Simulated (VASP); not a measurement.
These are PBEsol GGA, VASP's PBE PAW potentials (set 64) (plane waves; VASP 6.6.1) values and carry that method's errors.

VASP ran on this input.

KPOINTS:
```
Automatic mesh
0
Gamma
3 3 4
0 0 0
```

INCAR:
```
SYSTEM = CsSnI3
PREC = Accurate; ENCUT = 400; LREAL = .FALSE.
LASPH = .TRUE.
EDIFF = 1E-6; NELM = 100; ALGO = Normal
LMAXMIX = 4
ISMEAR = 0; SIGMA = 0.05
GGA = PS
IBRION = 2; NSW = 60; ISIF = 3
EDIFFG = -0.02
LWAVE = .FALSE.; LCHARG = .FALSE.
```

### POSCAR
```
CsSnI3
1
    8.5587241088     0.0000000000     0.0000000000
    0.0000000000     8.5587241088     0.0000000000
    0.0000000000    -0.0000000000     6.1760950772
Cs Sn I
2 2 6
Direct
  0.0000000000   0.5000000000   0.0000000000
  0.5000000000   0.0000000000   0.0000000000
  0.5000000000   0.5000000000   0.5000000000
  0.0000000000   0.0000000000   0.5000000000
  0.8066828413   0.6933171587   0.5000000000
  0.1933171587   0.3066828413   0.5000000000
  0.3066828413   0.8066828413   0.5000000000
  0.6933171587   0.1933171587   0.5000000000
  0.5000000000   0.5000000000   0.0000000000
  0.0000000000   0.0000000000   0.0000000000
```

POTCAR, in this order: Cs_sv Sn_d I (PBE.64 set). Program: vasp_std.

Unless said otherwise, spin-orbit coupling is left out, though it shifts the bands of the heavy elements here.

Question: Predict the energy per atom (σ→0), volume per atom, band gap (on the k-mesh).

Answer: 
The energy per atom (σ→0) comes out as -3.020 eV/atom and the band gap (on the k-mesh) is 0.29 eV. The volume per atom is 45.61 Å^3/atom.

File OSZICAR:
```
...
DAV:   1    -0.302100916464E+02   -0.15907E-01   -0.53035E-01  1008   0.344E+00    0.625E-01
DAV:   2    -0.302003011905E+02    0.97905E-02   -0.20531E-02  1044   0.845E-01    0.325E-01
DAV:   3    -0.301957676322E+02    0.45336E-02   -0.82828E-03  1140   0.478E-01    0.109E-01
DAV:   4    -0.301955197274E+02    0.24790E-03   -0.13162E-03  1152   0.135E-01    0.774E-02
DAV:   5    -0.301954951199E+02    0.24608E-04   -0.95996E-05  1088   0.465E-02    0.413E-02
DAV:   6    -0.301954880913E+02    0.70286E-05   -0.27837E-05  1100   0.233E-02    0.846E-03
DAV:   7    -0.301954881366E+02   -0.45381E-07   -0.36335E-06   884   0.995E-03
   3 F= -.30195488E+02 E0= -.30195488E+02  d E =-.928728E-02
```

The structure comes from a computed database's CsSnI3 entry (P4/mbm); how it stands against other phases isn't given here. This run relaxes it. Symmetry was kept, so distortions that lower it aren't found. The start is the result of an earlier pass.
